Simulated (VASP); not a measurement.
A run of VASP 6.6.1:

Contents of INCAR:

```
PREC = Accurate
ENCUT = 520
EDIFF = 1E-7
ISMEAR = -1
SIGMA = 0.05
LREAL = False
LASPH = True
NELM = 80
ALGO = Normal
ISIF = 2
LWAVE = False
LCHARG = False
GGA = PE
NBANDS = 17
```

Contents of KPOINTS:

```
regular mesh
0
Gamma
  10 10 10
```

Contents of POSCAR:

```
InF
1.0
    1.5415344900      0.8900053500      4.9902347500
   -1.5415344900      0.8900053500      4.9902347500
    0.0000000000     -1.7800107100      4.9902347500
In F
1 1
Direct
    0.5000000000      0.5000000000      0.5000000000
    0.0000000000      0.0000000000      0.0000000000
```

Potentials or basis: VASP PAW PBE potentials, release 64 (In_d, F).

The run is started by

```sh
$ cat potpaw_PBE.64/In_d/POTCAR potpaw_PBE.64/F/POTCAR > POTCAR
$ mpirun -np 1 vasp_std > vasp.out
```

Hardware: 1 thread of Intel(R) Xeon(R) Platinum 8488C (Sapphire Rapids), on a shared host.

Question: How long does it take, and how much memory?

Answer: It took 96 s on 1 thread of Intel(R) Xeon(R) Platinum 8488C (Sapphire Rapids), with other jobs on the host, peak memory 0.28 GiB. Counts: scf iterations 16, k points 116.
